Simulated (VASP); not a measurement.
Data:

```yaml
crystal:
  lattice:
    - [0.00000, 1.75662, 1.75662]
    - [1.75662, 0.00000, 1.75662]
    - [1.75662, 1.75662, 0.00000]
  atoms:
    - { symbol: B, position: [0.00000, 0.00000, 0.00000] }
    - { symbol: N, position: [0.25000, 0.25000, 0.25000] }
```

All values below come from HSE06 screened hybrid, VASP's PBE PAW potentials (set 64) (plane waves; VASP 6.6.1). Run with 520 eV cut-off, 10×10×10 Γ-centred mesh, Gaussian smearing of 0.050 eV, potentials B N.

Q: Estimate the energy per atom (σ→0), pressure, band gap (on the k-mesh) with the smallest direct gap where there is one.

A: 
* **band gap (on the k-mesh)**: 5.90 eV
* **smallest direct gap (on the k-mesh)**: 11.02 eV
* **energy per atom (σ→0)**: -10.142 eV/atom
* **pressure**: 32.86 GPa

The absolute energy has meaning only against runs of the same code, potentials and settings.

The compound is BN in the zinc blende structure. This cell is one point of a volume scan, at 0.91 of the reference volume. The cell's shape comes from a PBE relaxation.
